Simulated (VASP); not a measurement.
Computed with PBEsol GGA, VASP's PBE PAW potentials (set 64) (plane waves; VASP).

A VASP calculation is set up with these files.

**POSCAR**
```
Al3GaSb4
1.0
  6.1632951913   0.0000000000   0.0000000000
  0.0000000000   6.1632951913   0.0000000000
  0.0000000000   0.0000000000   6.1632951913
Ga Sb Al
1 4 3
Direct
  0.0000000000   0.0000000000   0.0000000000
  0.2496076037   0.2496076037   0.2496076037
  0.7503923963   0.7503923963   0.2496076037
  0.7503923963   0.2496076037   0.7503923963
  0.2496076037   0.7503923963   0.7503923963
  0.5000000000   0.5000000000   0.0000000000
  0.5000000000   0.0000000000   0.5000000000
  0.0000000000   0.5000000000   0.5000000000
```

### KPOINTS
```
Regular mesh
0
gamma
  4 4 4
```

**INCAR**
```
SYSTEM = Al3GaSb4
PREC = Accurate
ENCUT = 400
EDIFF = 1E-6
NELM = 100
ALGO = Normal
LREAL = .FALSE.
LASPH = .TRUE.
ISMEAR = 0
SIGMA = 0.05
GGA = PS
LMAXMIX = 4
LWAVE = .FALSE.
LCHARG = .FALSE.
IBRION = 2
ISIF = 3
NSW = 60
EDIFFG = -0.02
```

POTCAR, in this order: Ga_d Sb Al (PBE.64 set). Program: vasp_std.

Unless said otherwise, spin-orbit coupling is left out, though it shifts the bands of the heavy elements here.

**Question.** What does the run give for the energy per atom (σ→0), volume per atom, band gap (on the k-mesh)?

**Answer.** 
energy per atom (σ→0): -4.340 eV/atom
band gap (on the k-mesh): 0.42 eV
volume per atom: 29.12 Å^3/atom

File OSZICAR:
```
...
DAV:   5    -0.347189914287E+02    0.89620E-06   -0.48061E-07   314   0.664E-03
   3 F= -.34718991E+02 E0= -.34718991E+02  d E =-.987848E-03
       N       E                     dE             d eps       ncg     rms          rms(c)
DAV:   1    -0.347191185756E+02   -0.12625E-03   -0.28607E-03   564   0.294E-01    0.204E-02
DAV:   2    -0.347191267595E+02   -0.81839E-05   -0.18609E-04   646   0.804E-02    0.943E-03
DAV:   3    -0.347191244173E+02    0.23422E-05   -0.94172E-06   744   0.229E-02    0.434E-03
DAV:   4    -0.347191238221E+02    0.59518E-06   -0.10351E-06   356   0.584E-03
   4 F= -.34719124E+02 E0= -.34719124E+02  d E =-.132393E-03
```

The structure was generated: Al3GaSb4 was put into an ordered model structure (P-43m), which need not be its known phase. This run relaxes it. Symmetry was kept, so distortions that lower it aren't found. The start is the result of an earlier pass.
